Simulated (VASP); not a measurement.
Ge17Se15 (a cell with a defect): relaxation of the atoms with PBE

The system is Ge17Se15 (a cell with a defect).

```
Ge Se
1.0
     0.00000    7.76754   -4.52253
     0.00000   -7.76754   -4.52253
   -11.18477    0.00000    0.00000
Ge Se
17 15
Cartesian
  -9.7698 6.7966 -5.0549
  -9.7698 -4.8547 -5.0549
  -9.7698 2.9128 -5.0549
  -9.7698 -0.9709 -5.0549
  -4.2299 -0.9624 -1.7650
  -4.1774 2.9128 -1.7288
  -4.1774 2.9128 -6.2514
  -4.1774 -0.9709 -6.2514
  -7.0074 -2.9128 -2.7937
  -7.0074 0.9709 -2.7937
  -7.0074 0.9709 -7.3162
  -7.0074 -2.9128 -7.3162
  -1.5367 -2.9264 -4.0411
  -1.3726 0.9861 -3.8969
  -1.4150 -6.7966 -3.9901
  -1.4150 4.8547 -3.9901
  -1.6164 -0.8925 -2.3512
  -1.6462 2.9128 -2.2655
  -1.6462 2.9128 -6.7880
  -1.6462 -0.9709 -6.7880
  -7.2386 -0.9709 -4.5183
  -7.2386 2.9128 -4.5183
  -7.2386 -4.8547 -4.5183
  -7.2386 6.7966 -4.5183
  -3.9462 4.8547 -4.5267
  -3.9462 -6.7966 -4.5267
  -3.9462 0.9709 -4.5267
  -3.9462 -2.9128 -4.5267
  -9.5385 -2.9128 -2.2571
  -9.5385 0.9709 -2.2571
  -9.5385 0.9709 -6.7796
  -9.5385 -2.9128 -6.7796
```

```json
{
 "Program": "VASP 6.6.1",
 "Task": "relaxation of the atoms",
 "Functional": "PBE",
 "Potentials or basis": "VASP PAW PBE potentials, release 64 (Ge_d, Se)",
 "Cutoff": "450 eV",
 "k mesh": "2 × 2 × 2",
 "Occupations": "gaussian, width 0.01 eV",
 "Spin": "collinear spin, ferromagnetic start",
 "Monkhorst-Pack mesh": "yes"
}
```

```yaml
Energy_gained_by_relaxing: 11.8 meV/atom
Ionic_steps: 20
Largest_force_after_relaxing: 0.016 eV/Å
Net_moment: 1.00 μB per cell
Site_moments: Ge +0.02, +0.00, +0.05, +0.01, +0.03, +0.17; Se +0.03, +0.00, +0.01, +0.02 μB
Valence_electrons_inside_the_program's_atomic_spheres: Ge 12.13, 12.11, 12.16, 12.14, 12.29; Se 3.81, 3.82, 3.80
```

Forces on the atoms (eV/Å):
```
Ge   0.002 -0.004  0.000
Ge  -0.001 -0.003  0.000
Ge  -0.003  0.003  0.001
Ge  -0.004  0.002  0.002
Ge   0.014  0.001  0.000
Ge  -0.006  0.005  0.003
Ge  -0.003 -0.003  0.001
Ge  -0.008  0.000  0.007
Ge   0.005  0.002 -0.007
Ge   0.006 -0.003 -0.003
Ge   0.000 -0.002  0.001
Ge   0.004  0.003  0.003
Ge  -0.005 -0.004 -0.001
Ge   0.008  0.013 -0.004
Ge   0.000 -0.001 -0.001
Ge  -0.001  0.002 -0.002
Ge  -0.001 -0.008  0.008
Se   0.000  0.004  0.003
Se   0.004  0.000  0.002
Se  -0.005 -0.002  0.005
Se  -0.003 -0.001 -0.006
Se  -0.002  0.000 -0.003
Se  -0.004 -0.001 -0.001
Se  -0.001 -0.002  0.002
Se  -0.003  0.009  0.001
Se  -0.001 -0.007  0.003
Se   0.004 -0.005  0.001
Se   0.004 -0.001 -0.002
Se   0.000  0.002 -0.003
Se   0.000  0.003 -0.002
Se   0.004 -0.002 -0.006
Se  -0.002 -0.001 -0.002
```

The path:
| step | energy change (eV) | largest force (eV/Å) | pressure (GPa) |
| --- | --- | --- | --- |
| 1 | 0.0000 | 1.1734 | 1.64 |
| 2 | -0.1665 | 0.5718 | 1.38 |
| 3 | -0.2217 | 0.2973 | 1.17 |
| 4 | -0.2438 | 0.2172 | 1.15 |
| 5 | -0.2703 | 0.2078 | 1.09 |
| 6 | -0.2907 | 0.1698 | 1.10 |
| 7 | -0.3193 | 0.2225 | 1.17 |
| 8 | -0.3357 | 0.1465 | 1.12 |
| 9 | -0.3417 | 0.1682 | 1.08 |
| 10 | -0.3530 | 0.1085 | 1.04 |
| 11 | -0.3605 | 0.1537 | 1.01 |
| 12 | -0.3697 | 0.0758 | 1.04 |
| 13 | -0.3702 | 0.1076 | 1.04 |
| 14 | -0.3748 | 0.0387 | 1.06 |
| 15 | -0.3752 | 0.0473 | 1.06 |
| 16 | -0.3769 | 0.0283 | 1.05 |
| 17 | -0.3769 | 0.0280 | 1.07 |
| 18 | -0.3776 | 0.0251 | 1.06 |
| 19 | -0.3777 | 0.0297 | 1.10 |
| 20 | -0.3782 | 0.0158 | 1.08 |

Final structure:
```
Ge Se
1.0
     0.00000    7.76754   -4.52253
     0.00000   -7.76754   -4.52253
   -11.18477    0.00000    0.00000
Ge Se
17 15
Direct
  0.00969 0.13428 0.88949
  0.25035 0.87069 0.88232
  0.74593 0.37506 0.88242
  0.49588 0.62065 0.87795
  0.11720 0.24194 0.37541
  0.38314 0.99856 0.36755
  0.87427 0.50760 0.36785
  0.62553 0.75016 0.36983
  0.12406 0.49733 0.62261
  0.37271 0.24889 0.62270
  0.87496 0.75008 0.62852
  0.62543 0.99979 0.62862
  0.23422 0.60556 0.10765
  0.48145 0.35942 0.10863
  0.01622 0.90066 0.13579
  0.77572 0.14068 0.13561
  0.17143 0.29578 0.14909
  0.44325 0.06041 0.14144
  0.93566 0.56786 0.14166
  0.70111 0.82565 0.14590
  0.43833 0.56311 0.64730
  0.68896 0.31481 0.65058
  0.19003 0.81362 0.65042
  0.93927 0.06397 0.65715
  0.80434 0.18558 0.36202
  0.06124 0.92920 0.36212
  0.55974 0.43817 0.34042
  0.31366 0.68390 0.33977
  0.06659 0.44259 0.85354
  0.31796 0.19153 0.85356
  0.81269 0.68813 0.85559
  0.56349 0.93745 0.85558
```

Levels at points of the mesh, in eV from the valence-band top:
Spin up:
```csv
k point,band 163,band 164,band 165,band 166,band 167,band 168
"(0.25, 0.25, 0.25)",-0.40,-0.38,-0.13,1.12,1.13,1.20
```
Spin down:
| k point | band 160 | band 161 | band 162 | band 163 | band 164 | band 165 | band 166 | band 167 | band 168 | band 169 |
| --- | --- | --- | --- | --- | --- | --- | --- | --- | --- | --- |
| (0.25, 0.25, 0.25) | -1.11 | -1.01 | -0.75 | -0.34 | -0.30 | 0.09 | 1.14 | 1.15 | 1.23 | 1.49 |

Core levels (eV, on the scale of the bands):
```csv
atom,levels
1 Ge,"1s -10951.4, 2s -1363.1, 2p -1190.0, 3s -160.0, 3p -107.1"
2 Ge,"1s -10951.4, 2s -1363.1, 2p -1190.0, 3s -160.0, 3p -107.2"
3 Ge,"1s -10951.4, 2s -1363.1, 2p -1190.0, 3s -160.0, 3p -107.2"
4 Ge,"1s -10951.4, 2s -1363.1, 2p -1190.0, 3s -160.1, 3p -107.2"
5 Ge,"1s -10951.0, 2s -1362.8, 2p -1189.6, 3s -159.7, 3p -106.8"
6 Ge,"1s -10951.3, 2s -1363.0, 2p -1189.9, 3s -160.0, 3p -107.1"
```

Run time: 100 min on 1 × NVIDIA H100 80GB with 1 thread of AMD EPYC 7R13 Processor (Zen 3), on a shared host, peak memory 1.8 GiB.

Caveat: the cell is charged against a uniform background, so pressure and absolute levels hang on convention.
